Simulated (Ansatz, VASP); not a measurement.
# Cross-check of Ge2Sb2Te5 between VASP and Ansatz

One calculation is typed for both programs; each brings its own data sets. How far apart do they land? Of the first pair: The structure shown is frame 26 of Ansatz's trajectory.

Main program and level: Ansatz 0.2.0; plane waves, with VASP 6.6.1 beside it; single point at PBEsol.

## Step 1: The structure

The cell holds 36 atoms: 8 Ge, 8 Sb and 20 Te. Its edges and angles: a = 10.495 Å, b = 10.495 Å, c = 10.495 Å, α = 90.0°, β = 90.0°, γ = 90.0°. Kind glass; density_g_cm3 5.9; melt_temperature_k 1800; route random start, relaxed, short melt, two cooling runs, relaxed.

## Step 2: Ansatz: dynamics, PBEsol

Ansatz runs on its default PAW (the set named soft_2) files.

One frame of this run of dynamics is then solved in both programs, so the motion causes no difference.

Contents of input.yaml:

```yaml
crystal:
  lattice:
    - [10.4949782549, 0.0, 0.0]
    - [0.0, 10.4949782549, 0.0]
    - [0.0, 0.0, 10.4949782549]
  atoms:
    - { symbol: Ge, position: [0.5802478017, 0.1076765686, 0.8599213304] }
    - { symbol: Ge, position: [0.1133189436, 0.5469003358, 0.1866225945] }
    - { symbol: Ge, position: [0.8226710729, 0.7888003197, 0.3146882066] }
    - { symbol: Ge, position: [1.0704471162, 0.8072232346, 0.4025744245] }
    - { symbol: Ge, position: [0.6272449871, 0.7055268304, 0.8625606667] }
    - { symbol: Ge, position: [0.6399757896, 0.3714884907, 0.2341998251] }
    - { symbol: Ge, position: [0.7294808901, 0.4673787787, 0.8203948961] }
    - { symbol: Ge, position: [0.0355293082, 0.1793760001, 0.0962629091] }
    - { symbol: Sb, position: [0.2815712681, 0.2414708963, 0.3975019733] }
    - { symbol: Sb, position: [0.3812800713, 0.5984577746, 0.4397561825] }
    - { symbol: Sb, position: [0.5481009196, 0.087683879, 0.2591814694] }
    - { symbol: Sb, position: [0.7863942224, 0.8339893183, 0.6717004065] }
    - { symbol: Sb, position: [0.7287649669, 0.5628080117, 0.5403054572] }
    - { symbol: Sb, position: [0.1758863566, 0.8537568094, 0.1600772008] }
    - { symbol: Sb, position: [0.2883127031, 0.3293811714, 0.810248578] }
    - { symbol: Sb, position: [0.8225667938, 0.8578356151, 0.059731857] }
    - { symbol: Te, position: [0.783219685, 0.5858782708, 0.1880944211] }
    - { symbol: Te, position: [0.8844883458, 0.3348210537, 0.3422167764] }
    - { symbol: Te, position: [0.3624196239, 0.9141657397, 0.4006931655] }
    - { symbol: Te, position: [0.0614720896, 0.6988815832, 0.9354811753] }
    - { symbol: Te, position: [0.3963722414, 0.5931607929, 0.7689500838] }
    - { symbol: Te, position: [0.0831956557, 0.0750960472, 0.4401606353] }
    - { symbol: Te, position: [0.5025807565, 0.3545157759, 0.9737785522] }
    - { symbol: Te, position: [0.0232085175, 0.140373623, 0.8274137154] }
    - { symbol: Te, position: [0.1612674288, 0.4433333857, 0.5069038837] }
    - { symbol: Te, position: [0.3600132626, 0.560172601, 0.1353762158] }
    - { symbol: Te, position: [0.3696799625, 0.0875421591, 0.6155684729] }
    - { symbol: Te, position: [0.9439853911, 0.6112488727, 0.7027405228] }
    - { symbol: Te, position: [0.7492734192, -0.0101779315, 0.4497982625] }
    - { symbol: Te, position: [0.5836033834, 0.8030761317, 0.1863905684] }
    - { symbol: Te, position: [0.5672608447, 0.3415115615, 0.5624601244] }
    - { symbol: Te, position: [0.0473292808, 0.4197412254, 0.9448883387] }
    - { symbol: Te, position: [0.4387670705, 0.864816646, 0.9100998453] }
    - { symbol: Te, position: [0.3121419302, 0.1567472983, 0.0621810523] }
    - { symbol: Te, position: [0.7399352859, 0.1148198356, 0.058988376] }
    - { symbol: Te, position: [0.7935421103, 0.2051042023, 0.7015273649] }
kpoints:
  mp_grid: { grid: [1, 1, 1] }
scf:
  occupations: { method: fermi_dirac, width: 0.1 }
  n_extra_bands: 24
hamiltonian:
  xc: pbesol
  pseudopotentials: { kind: paw }
output:
  forces: true
basis:
  ecutwfc: 320
md:
  timestep: 2.5
  n_steps: 80
  ensemble: nvt_langevin
  temperature: 300
  seed: 1
```

On the command line:

```sh
ansatz run input.yaml --threads 8 --pin off --max-ram 40960MiB --backend cuda --events-out ev --progress --plain --runs-dir out
```

Numbers of over 12 decimals in the logs are rounded to 6 here.

Log:

```text
Warning: md: disabling space-group detection — thermal motion breaks the input geometry's symmetry, so no spatial operation reduces the k-mesh or symmetrises the density; time reversal is kept, so that k and −k are solved as one point where they differ and the mesh holds both, and exact exchange and, on two spinor components, a DFT+U term hold to it where the run has them: on two components no moment then forms, and  [...]
Warning: basis.ecutwfc = 320 eV is below the records' recommended 420 eV, and the density's cutoff is lower with it unless basis.ecutrho_ratio is high enough to keep the records' density cutoff: compare with a run at a higher cutoff
scf.n_extra_bands = 24 over 276 filled bands (N_el = 552.0): the run solves 300 bands
Engine: ansatz 0.2.0, aarch64-unknown-linux-gnu
Pseudopotentials: kind: paw
Pseudopotential: Ge, paw, valence charge 14, recommended cutoff 420 eV (normal), Ge.paw.azcp
Pseudopotential: Sb, paw, valence charge 15, recommended cutoff 420 eV (normal), Sb.paw.azcp
Pseudopotential: Te, paw, valence charge 16, recommended cutoff 420 eV (normal), Te.paw.azcp
Functional definition: PBEsol
  exchange = pbesol_x
  correlation = pbesol_c
[...]
Crystal: 36 atoms, lattice volume = 1155.965 Å³
Basis set: ecut = 320 eV, 15155 PW (Γ), exchange–correlation on 128×128×128 points (8 copies of the dense FFT grid, shifted against one another)
Bands: 300, of which v1, the nominal top of the filled ones, is band 276 counted from 1 (275 counted from 0)
Symmetry: 1 space group operations
k-points: 1
Non-local potential: Ge, projectors of the file, l = 0: 2, l = 1: 2, l = 2: 3, l = 3: 1
Non-local potential: Sb, projectors of the file, l = 0: 2, l = 1: 2, l = 2: 2, l = 3: 2
Non-local potential: Te, projectors of the file, l = 0: 2, l = 1: 2, l = 2: 2, l = 3: 2
PAW form: soft (Blöchl's): semilocal exchange-correlation on the pseudo side does not see the compensation charge
PAW frozen core: Ge, regenerated for the run's functional, and the local potential with it (the file was generated under x = pbe(κ = 0.804, μ = 0.219515), c = pbe(β = 0.066725))
PAW frozen core: Sb, regenerated for the run's functional, and the local potential with it (the file was generated under x = pbe(κ = 0.804, μ = 0.219515), c = pbe(β = 0.066725))
PAW frozen core: Te, regenerated for the run's functional, and the local potential with it (the file was generated under x = pbe(κ = 0.804, μ = 0.219515), c = pbe(β = 0.066725))
PAW one-centre angular grid: Ge, 590 points (default); XC on 64 Gauss nodes
PAW one-centre angular grid: Sb, 590 points (default); XC on 64 Gauss nodes
PAW one-centre angular grid: Te, 590 points (default); XC on 64 Gauss nodes
Initial density: superposition of atomic densities (neutral atoms: chi_scale 0, normalization atom), corrected by the library's trained network
Initial wavefunctions: pseudopotential atomic-orbital guess
[...]
Functional: x = pbesol(κ = 0.804, μ = 0.123457), c = pbesol(β = 0.046)
SCF iter   1: F=—  HF=-223314.357585 eV  |F-HF|=—  |Δ(HF+E_count)|=         —  Δρ=5.08e-3  dr2=7.40e-1  ethr=1.77e-3  ⟨swp⟩=6.0  Hψ=1138  notcnv=0
preconditioner: auto → LDOS  [metal: Δε(μ)=0.171 eV  Ē_g=6.646 eV  σ=0.100 eV  W_gap=0.40  n_scr=256 (ndim 8)  ℏωp=15.1 eV  f_vac=0.051  D(μ)=16.03/eV (n_scr^D=80)  β→1.0]
SCF iter   2: F=—  HF=-223314.234374 eV  |F-HF|=—  |Δ(HF+E_count)|=   1.23e-1  Δρ=2.79e-3  dr2=1.69e-1  ethr=1.34e-4  ⟨swp⟩=2.0  Hψ=659  notcnv=0
[...]
SCF iter   9: F=-223314.185205 eV  HF=-223314.185205 eV  |F-HF|=1.58e-8  |Δ(HF+E_count)|=   6.23e-9  Δρ=8.81e-7  dr2=2.03e-8  ethr=6.52e-12  ⟨swp⟩=4.0  Hψ=958  notcnv=0
SCF 1 converged in 9 iterations: F = -223314.185205 eV  dr2 = 2.03e-8
[...]
md step     0: t =     0.00 fs  T =     0.0 K  F+E_penalty+E_count = -223314.18520451 eV  E_kin = 0.000000 eV  (9 SCF iters)
[... from here on, the SCF cycles and remarks between the steps are left out ...]
md step     3: t =     7.50 fs  T =    53.8 K  F+E_penalty+E_count = -223314.24814520 eV  E_kin = 0.250342 eV  (6 SCF iters)
md step     6: t =    15.00 fs  T =   145.6 K  F+E_penalty+E_count = -223314.43549207 eV  E_kin = 0.677300 eV  (4 SCF iters)
md step     9: t =    22.50 fs  T =   246.8 K  F+E_penalty+E_count = -223314.74414012 eV  E_kin = 1.148328 eV  (5 SCF iters)
md step    12: t =    30.00 fs  T =   326.5 K  F+E_penalty+E_count = -223315.09545422 eV  E_kin = 1.519335 eV  (5 SCF iters)
md step    15: t =    37.50 fs  T =   367.9 K  F+E_penalty+E_count = -223315.42959436 eV  E_kin = 1.711820 eV  (5 SCF iters)
md step    18: t =    45.00 fs  T =   407.8 K  F+E_penalty+E_count = -223315.72496003 eV  E_kin = 1.897738 eV  (4 SCF iters)
md step    21: t =    52.50 fs  T =   438.8 K  F+E_penalty+E_count = -223315.97393850 eV  E_kin = 2.041768 eV  (4 SCF iters)
md step    24: t =    60.00 fs  T =   451.3 K  F+E_penalty+E_count = -223316.15803797 eV  E_kin = 2.100044 eV  (4 SCF iters)
md step    27: t =    67.50 fs  T =   442.8 K  F+E_penalty+E_count = -223316.29222815 eV  E_kin = 2.060711 eV  (4 SCF iters)
md step    30: t =    75.00 fs  T =   432.1 K  F+E_penalty+E_count = -223316.36301068 eV  E_kin = 2.010690 eV  (6 SCF iters)
md step    33: t =    82.50 fs  T =   412.7 K  F+E_penalty+E_count = -223316.38602097 eV  E_kin = 1.920661 eV  (4 SCF iters)
md step    36: t =    90.00 fs  T =   387.7 K  F+E_penalty+E_count = -223316.37196722 eV  E_kin = 1.804161 eV  (5 SCF iters)
md step    39: t =    97.50 fs  T =   361.4 K  F+E_penalty+E_count = -223316.32195397 eV  E_kin = 1.681727 eV  (4 SCF iters)
md step    42: t =   105.00 fs  T =   379.8 K  F+E_penalty+E_count = -223316.25665897 eV  E_kin = 1.767448 eV  (5 SCF iters)
md step    45: t =   112.50 fs  T =   353.2 K  F+E_penalty+E_count = -223316.18871642 eV  E_kin = 1.643674 eV  (5 SCF iters)
md step    48: t =   120.00 fs  T =   338.1 K  F+E_penalty+E_count = -223316.15230474 eV  E_kin = 1.573339 eV  (5 SCF iters)
md step    51: t =   127.50 fs  T =   306.0 K  F+E_penalty+E_count = -223316.12873032 eV  E_kin = 1.424055 eV  (4 SCF iters)
md step    52: t =   130.00 fs  T =   294.9 K  F+E_penalty+E_count = -223316.12030590 eV  E_kin = 1.372115 eV  (4 SCF iters)
md step    53: t =   132.50 fs  T =   296.4 K  F+E_penalty+E_count = -223316.11163388 eV  E_kin = 1.379453 eV  (5 SCF iters)
md step    54: t =   135.00 fs  T =   312.8 K  F+E_penalty+E_count = -223316.10636410 eV  E_kin = 1.455357 eV  (5 SCF iters)
md step    55: t =   137.50 fs  T =   315.6 K  F+E_penalty+E_count = -223316.10716644 eV  E_kin = 1.468663 eV  (5 SCF iters)
md step    56: t =   140.00 fs  T =   302.5 K  F+E_penalty+E_count = -223316.11033529 eV  E_kin = 1.407481 eV  (5 SCF iters)
md step    57: t =   142.50 fs  T =   273.1 K  F+E_penalty+E_count = -223316.11554721 eV  E_kin = 1.270970 eV  (4 SCF iters)
[...]
md step    66: t =   165.00 fs  T =   248.9 K  F+E_penalty+E_count = -223316.28731417 eV  E_kin = 1.158453 eV  (4 SCF iters)
md step    67: t =   167.50 fs  T =   253.2 K  F+E_penalty+E_count = -223316.31661726 eV  E_kin = 1.178250 eV  (5 SCF iters)
md step    68: t =   170.00 fs  T =   238.0 K  F+E_penalty+E_count = -223316.34879568 eV  E_kin = 1.107335 eV  (4 SCF iters)
md step    69: t =   172.50 fs  T =   244.0 K  F+E_penalty+E_count = -223316.38159033 eV  E_kin = 1.135189 eV  (5 SCF iters)
md step    70: t =   175.00 fs  T =   258.4 K  F+E_penalty+E_count = -223316.41319646 eV  E_kin = 1.202565 eV  (6 SCF iters)
md step    71: t =   177.50 fs  T =   260.1 K  F+E_penalty+E_count = -223316.44510513 eV  E_kin = 1.210249 eV  (4 SCF iters)
md step    72: t =   180.00 fs  T =   252.9 K  F+E_penalty+E_count = -223316.47673057 eV  E_kin = 1.176948 eV  (4 SCF iters)
md step    73: t =   182.50 fs  T =   250.9 K  F+E_penalty+E_count = -223316.50695278 eV  E_kin = 1.167626 eV  (4 SCF iters)
[...]
```

## Step 3: VASP: single point, PBEsol, pair 1

The same cell, functional, mesh and smearing now go to VASP, with its own data sets.

Lines of VASP's logs that name or quote its potential files are left out, and so is its time.

Contents of INCAR:

```
SYSTEM = Ge2Sb2Te5
PREC = Accurate
ENCUT = 410
EDIFF = 1E-06
NELM = 120
ISMEAR = -1
SIGMA = 0.1
LREAL = Auto
ALGO = Normal
GGA = PS
NBANDS = 164
LORBIT = 11
LWAVE = .FALSE.
LCHARG = .FALSE.
ISIF = 2
LASPH = .TRUE.
GGA_COMPAT = .FALSE.
EFERMI = MIDGAP
```

Contents of POSCAR:

```
Ge2Sb2Te5
1.0
   10.4949782549      0.0000000000      0.0000000000
    0.0000000000     10.4949782549      0.0000000000
    0.0000000000      0.0000000000     10.4949782549
Ge Sb Te
8 8 20
Direct
    0.5739416370      0.1004658585      0.8572646633
    0.1085455322      0.5635576231      0.1981256130
    0.8311039612      0.7997554446      0.3152002719
    0.0659799123      0.8140394189      0.4043541489
    0.6318564783      0.6985861068      0.8554618011
    0.6362706847      0.3627881743      0.2568638004
    0.7304142814      0.4620940494      0.8116377941
    0.0350862090      0.1613819447      0.0939700851
    0.2955259101      0.2365993468      0.3923590788
    0.3764223140      0.5925926523      0.4424218790
    0.5454453417      0.0798127428      0.2579770948
    0.7795444451      0.8351675237      0.6803506236
    0.7227812022      0.5633391377      0.5456688771
    0.1660282621      0.8554980089      0.1637728977
    0.2817327419      0.3251916219      0.8204233292
    0.8240233367      0.8453626853      0.0600416680
    0.7862865267      0.5644382348      0.1790976555
    0.8932482538      0.3332217481      0.3366337609
    0.3597595829      0.8966946640      0.3994885838
    0.0615077025      0.7019998347      0.9497388902
    0.3866039454      0.5989000498      0.7585896613
    0.0694424497      0.0835829269      0.4377223934
    0.5204814977      0.3535030669      0.9714660433
    0.0288332184      0.1407906681      0.8267769393
    0.1519295192      0.4477284170      0.5078067692
    0.3644874632      0.5740927569      0.1475894435
    0.3701770414      0.1019556186      0.6189019970
    0.9439259196      0.6058227893      0.7025070296
    0.7448917768      0.9962965145      0.4498896411
    0.5762162487      0.8076427406      0.1893387439
    0.5528422126      0.3400981797      0.5577789546
    0.0508674708      0.4041055538      0.9464694217
    0.4392261602      0.8679357669      0.9053641436
    0.3082676230      0.1432503206      0.0657728852
    0.7404636590      0.1163632711      0.0655021843
    0.7906024956      0.2083638429      0.7114096684
```

Contents of KPOINTS:

```
Automatic mesh
0
Gamma
1 1 1
0 0 0
```

The projector-augmented-wave data sets are Ge_d, Sb and Te (PBE family, release 64).

On the command line:

```sh
mpirun -np 4 vasp_gam
```

Log:

```text
[banner, memory and clock lines left out]
running    4 mpi-ranks, on    1 nodes
[...]
|                                                                             |
|               ----> ADVICE to this user running VASP <----                  |
|                                                                             |
|     You enforced a specific xc type in the INCAR file but a different       |
|     [... a line on the potential file left out ...]
|     I HOPE YOU KNOW WHAT YOU ARE DOING!                                     |
|                                                                             |

 LDA part: xc-table for (Slater+PW92), standard interpolation
 POSCAR, INCAR and KPOINTS ok, starting setup
[...]
entering main loop
       N       E                     dE             d eps       ncg     rms          rms(c)
DAV:   1     0.388606751542E+04    0.38861E+04   -0.92783E+04   428   0.218E+03
DAV:   2     0.743637956858E+03   -0.31424E+04   -0.30489E+04   352   0.653E+02
DAV:   3    -0.337765115980E+02   -0.77741E+03   -0.74144E+03   392   0.208E+02
DAV:   4    -0.135404722550E+03   -0.10163E+03   -0.96515E+02   408   0.807E+01
[...]
DAV:  13    -0.140653761262E+03   -0.11569E-06   -0.61802E-05   400   0.391E-02    0.216E-02
DAV:  14    -0.140653762701E+03   -0.14387E-05   -0.15295E-05   408   0.187E-02    0.106E-02
DAV:  15    -0.140653762899E+03   -0.19826E-06   -0.28100E-06   312   0.677E-03
   1 F= -.14065376E+03 E0= -.14039029E+03  d E =-.526954E+00
```

From OUTCAR (step 3):

```text
  Total       -7.7569920    -15.7581664    -16.1473830      2.7104064      3.1822857      1.1228199
  in kB      -10.7512583    -21.8409555    -22.3804132      3.7566468      4.4106756      1.5562381
  external PRESSURE =     -18.3242090 kB  Pullay stress =       0.0000000 kB

 POSITION                                       TOTAL-FORCE (eV/Angst)
 -----------------------------------------------------------------------------------
      6.02350      1.05439      8.99697         0.230707      0.293215     -0.170228
      1.13918      5.91452      2.07932        -0.329692      0.081114     -0.290155
      8.72242      8.39342      3.30802        -0.109480     -0.158209      0.190295
      0.69246      8.54333      4.24369         0.272339      0.005101      0.135084
      6.63132      7.33165      8.97805        -0.450253      0.096285     -0.281741
      6.67765      3.80745      2.69578        -0.125604     -0.249368      0.505486
      7.66568      4.84967      8.51812        -0.124066      0.048124     -0.286929
      0.36823      1.69370      0.98621         0.098822     -0.199566      0.214570
      3.10154      2.48310      4.11780        -0.198201      0.027988     -0.069967
      3.95054      6.21925      4.64321         0.267849     -0.011544      0.381159
      5.72444      0.83763      2.70746         0.311750     -0.115126     -0.063662
      8.18130      8.76507      7.14027         0.305816     -0.316447      0.185941
      7.58557      5.91223      5.72678         0.056709      0.006823     -0.017000
      1.74246      8.97843      1.71879         0.277404     -0.102397     -0.223527
[...]
-----------------------------------------------------------------------------------
    total drift:                               -0.006718     -0.003453     -0.001263

  FREE ENERGIE OF THE ION-ELECTRON SYSTEM (eV)
  ---------------------------------------------------
  free  energy   TOTEN  =      -140.6537628994 eV

  energy  without entropy=     -140.1268084962  energy(sigma->0) =     -140.39028570

[... 3 further parts left out ...]
[key lines of the parts left out:]
E-fermi :   5.4494
```

The run ends at a pressure of -1.83 GPa, with forces up to 0.84 eV/Å.

## Step 4: Differences

Known differences besides the potentials themselves: the data sets hold 552 valence electrons in Ansatz (on its default PAW (the set named soft_2) files) and 272 in VASP; the cutoff is 320 eV in Ansatz and 410 eV in VASP (PREC = Accurate, projectors in real space); Ansatz makes its cores anew for this functional, VASP keeps those of its PBE data sets; Ansatz's log warns that its cutoff lies below the recommended one. Total energies have different zeros and are not compared.

Forces on 10 of the 36 atoms, those with the largest forces and the largest differences (eV/Å; atoms numbered as in POSCAR):

| atom | Ansatz x, y, z | VASP x, y, z |
| --- | --- | --- |
| Ge6 | -0.116, -0.247, 0.504 | -0.126, -0.249, 0.505 |
| Sb9 | -0.222, 0.022, -0.038 | -0.198, 0.028, -0.070 |
| Sb11 | 0.335, -0.134, -0.071 | 0.312, -0.115, -0.064 |
| Sb15 | 0.617, 0.049, -0.252 | 0.622, 0.038, -0.273 |
| Sb16 | -0.032, 0.119, -0.548 | -0.020, 0.109, -0.567 |
| Te17 | 0.258, -0.495, -0.107 | 0.263, -0.491, -0.112 |
| Te19 | -0.551, -0.454, 0.443 | -0.548, -0.448, 0.443 |
| Te22 | -0.407, 0.624, -0.177 | -0.422, 0.622, -0.169 |
| Te24 | 0.274, -0.521, -0.090 | 0.289, -0.531, -0.094 |
| Te25 | -0.090, -0.057, -0.433 | -0.115, -0.058, -0.420 |

The forces differ by 10 meV/Å r.m.s., which is 3.8 % of the r.m.s. force of 0.267 eV/Å (both taken over all components).

## Step 5: Ansatz: dynamics, PBEsol

One frame of this run of dynamics is then solved in both programs, so the motion causes no difference.

The structure compared here is frame 54 of Ansatz's trajectory.

input.yaml is that of step 2.

On the command line:

```sh
ansatz run input.yaml --threads 8 --pin off --max-ram 40960MiB --backend cuda --events-out ev --progress --plain --runs-dir out
```

Log:

```text
[...]
Crystal: 36 atoms, lattice volume = 1155.965 Å³
Basis set: ecut = 320 eV, 15155 PW (Γ), exchange–correlation on 128×128×128 points (8 copies of the dense FFT grid, shifted against one another)
Bands: 300, of which v1, the nominal top of the filled ones, is band 276 counted from 1 (275 counted from 0)
Symmetry: 1 space group operations
k-points: 1
[...]
md step    53: t =   132.50 fs  T =   296.4 K  F+E_penalty+E_count = -223316.11163388 eV  E_kin = 1.379453 eV  (5 SCF iters)
md step    58: t =   145.00 fs  T =   273.2 K  F+E_penalty+E_count = -223316.12168125 eV  E_kin = 1.271390 eV  (4 SCF iters)
md step    63: t =   157.50 fs  T =   240.4 K  F+E_penalty+E_count = -223316.20290750 eV  E_kin = 1.118598 eV  (4 SCF iters)
md step    68: t =   170.00 fs  T =   238.0 K  F+E_penalty+E_count = -223316.34879568 eV  E_kin = 1.107335 eV  (4 SCF iters)
md step    73: t =   182.50 fs  T =   250.9 K  F+E_penalty+E_count = -223316.50695278 eV  E_kin = 1.167626 eV  (4 SCF iters)
[...]
```

[end of part 1 of 2]

[Lines on the potential files, build, host, timing and source positions are cut from VASP's logs without a mark.]

[Logs are printed without paths, hosts, clocks, repeated set-up lines and the standing remarks that a program may print on its own settings, such as how far it seeks lower states.]

[Hosts, paths, dates, database ids (printed as entryN), source tags and the programs' standing remarks are cut or masked in the printed files.]
